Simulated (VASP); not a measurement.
Calculation: PBEsol GGA, VASP's PBE PAW potentials (set 64) (plane waves; VASP).

VASP input:

**POSCAR**
```
GaAs
1.0
  0.0000000000   2.7734693041   2.7734693041
  2.7734693041   0.0000000000   2.7734693041
  2.7734693041   2.7734693041   0.0000000000
Ga As
1 1
Direct
  0.0000000000   0.0000000000   0.0000000000
  0.2500000000   0.2500000000   0.2500000000
```

File KPOINTS:
```
Automatic mesh
0
Gamma
8 8 8
0 0 0
```

### INCAR
```
ENCUT=500   ! plane-wave cut-off (eV)
EDIFFG=-0.02
PREC=Accurate
GGA=PS   ! PBEsol
NSW=40   ! most ionic steps
LMAXMIX=4
ALGO=Normal   ! blocked Davidson
SIGMA=0.05
EDIFF=1E-6
IBRION=2   ! conjugate gradients
PSTRESS=50
LCHARG=.FALSE.
ISIF=3   ! ions, shape and volume
LASPH=.TRUE.
LWAVE=.FALSE.
SYSTEM=GaAs
ISMEAR=0
NELM=100
LREAL=.FALSE.   ! projection in real space or not
```

POTCAR, in this order: Ga_d As (PBE.64 set). Program: vasp_std.

The resulting files:

**OSZICAR**
```
       N       E                     dE             d eps       ncg     rms          rms(c)
DAV:   1     0.806563226779E+02    0.80656E+02   -0.91316E+03   762   0.191E+03
DAV:   2    -0.315083006247E+01   -0.83807E+02   -0.80710E+02   809   0.325E+02
DAV:   3    -0.916954285033E+01   -0.60187E+01   -0.59893E+01   964   0.751E+01
DAV:   4    -0.926437224959E+01   -0.94829E-01   -0.94801E-01   884   0.104E+01
DAV:   5    -0.926587671138E+01   -0.15045E-02   -0.15044E-02   929   0.116E+00    0.314E+00
DAV:   6    -0.908706041795E+01    0.17882E+00   -0.28234E-01  1190   0.121E+01    0.187E+00
DAV:   7    -0.904905839062E+01    0.38002E-01   -0.79417E-02  1105   0.276E+00    0.547E-01
DAV:   8    -0.904716102686E+01    0.18974E-02   -0.10481E-02   889   0.147E+00    0.121E-01
DAV:   9    -0.904730833862E+01   -0.14731E-03   -0.82368E-04   910   0.395E-01    0.427E-02
DAV:  10    -0.904733241192E+01   -0.24073E-04   -0.60480E-05  1057   0.935E-02    0.227E-02
DAV:  11    -0.904735077463E+01   -0.18363E-04   -0.22513E-05   854   0.554E-02    0.244E-03
DAV:  12    -0.904735082991E+01   -0.55278E-07   -0.76834E-07   607   0.163E-02
   1 F= -.77157946E+01 E0= -.77157946E+01  d E =-.771579E+01
```

**OUTCAR**
```
------------------------ aborting loop because EDIFF is reached ----------------------------------------
  FORCE on cell =-STRESS in cart. coord.  units (eV):
  Direction    XX          YY          ZZ          XY          YZ          ZX
  --------------------------------------------------------------------------------------
  Total        1.3219475      1.3219475      1.3219475      0.0000000      0.0000000      0.0000000
  in kB       49.6391924     49.6391924     49.6391924      0.0000000      0.0000000      0.0000000
  external PRESSURE =      -0.3608076 kB  Pullay stress =      50.0000000 kB
  volume of cell :       42.67
      direct lattice vectors                 reciprocal lattice vectors
     0.000000000  2.773469304  2.773469304    -0.180279623  0.180279623  0.180279623
     2.773469304  0.000000000  2.773469304     0.180279623 -0.180279623  0.180279623
     2.773469304  2.773469304  0.000000000     0.180279623  0.180279623 -0.180279623
  FREE ENERGIE OF THE ION-ELECTRON SYSTEM (eV)
  ---------------------------------------------------
  free  energy   TOTEN  =        -9.0473508299 eV

  energy  without entropy=       -9.0473508299  energy(sigma->0) =       -9.04735083
  enthalpy is  TOTEN    =        -7.7157946075 eV   P V=        1.3315562224

 reached required accuracy - stopping structural energy minimisation
```
(Selected blocks of OUTCAR.)

The structure was generated: GaAs was put into the zinc blende type (F-43m), which need not be its known phase. It was relaxed first under an external pressure of 5 GPa.
